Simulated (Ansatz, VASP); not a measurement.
Given: the input of a run of Ansatz 0.2.0 on Rb2Mg. The cell comes from a database or a generator and needn't be the stable form of this composition.

input.yaml

```yaml
crystal:
  lattice:
    - [8.919046, -4.053241, 0.0]
    - [8.919046, 4.053241, 0.0]
    - [0.0, 0.0, 5.617959]
  atoms:
    - { symbol: Rb, position: [0.591996, 0.13193, 0.75] }
    - { symbol: Rb, position: [0.13193, 0.591996, 0.25] }
    - { symbol: Rb, position: [0.408004, 0.86807, 0.25] }
    - { symbol: Rb, position: [0.86807, 0.408004, 0.75] }
    - { symbol: Mg, position: [0.091407, 0.908593, 0.75] }
    - { symbol: Mg, position: [0.908593, 0.091407, 0.25] }
hamiltonian:
  xc: pbe
  pseudopotentials: { kind: paw }
kpoints:
  mp_grid: { grid: [4, 4, 5] }
scf:
  occupations: { method: fermi_dirac, width: 0.05 }
output:
  forces: true
  stress: true
  eigenvalues: true
  write_density: true
  write_potential: true
  elf: true
  volumetric_format: npy
```

Potentials or basis: Ansatz PAW.

Run with:

```sh
$ ansatz run input.yaml --threads 2 --pin off --max-ram 5120MiB --backend cpu --events-out ev --progress --plain --runs-dir out
```

Q: Set up the same calculation for VASP 6.6.1. Potentials or basis there: PBE PAW files Mg, Rb_sv, 520 eV.

A: As run (cutoffs and basis follow the program's own potentials, and thresholds, step limits or extra output files can differ):

File INCAR:

```
PREC = Accurate
ENCUT = 520
EDIFF = 1E-7
ISMEAR = -1
SIGMA = 0.05
LREAL = F
LASPH = T
NELM = 80
ALGO = Normal
ISIF = 2
LWAVE = F
LCHARG = F
GGA = PE
NBANDS = 29
```

The input KPOINTS:

```
regular mesh
0
Gamma
  4 4 5
```

The input POSCAR:

```
Rb2Mg
1.0
    8.9190460000     -4.0532410000      0.0000000000
    8.9190460000      4.0532410000      0.0000000000
    0.0000000000      0.0000000000      5.6179590000
Rb Mg
4 2
Direct
    0.5919960000      0.1319300000      0.7500000000
    0.1319300000      0.5919960000      0.2500000000
    0.4080040000      0.8680700000      0.2500000000
    0.8680700000      0.4080040000      0.7500000000
    0.0914070000      0.9085930000      0.7500000000
    0.9085930000      0.0914070000      0.2500000000
```

Potentials or basis: VASP PAW PBE potentials, release 64 (Rb_sv, Mg).

Launch:

```bash
$ cat potpaw_PBE.64/Rb_sv/POTCAR potpaw_PBE.64/Mg/POTCAR > POTCAR
$ mpirun -np 1 vasp_std > vasp.out
```

Both were run:

|  | Ansatz | VASP |
| --- | --- | --- |
| Pressure | 0.0 GPa | 0.0 GPa |
| Largest force | 0.048 eV/Å | 0.051 eV/Å |

Ansatz's pressure holds a Pulay term of +0.00 GPa for its cutoff of 420 eV, which the other run lacks.

The potentials hold 56 and 40 valence electrons a cell.

Where Ansatz's input types no cutoff or centring, it takes its own default and a Γ-centred mesh.

Pressure is positive in compression.
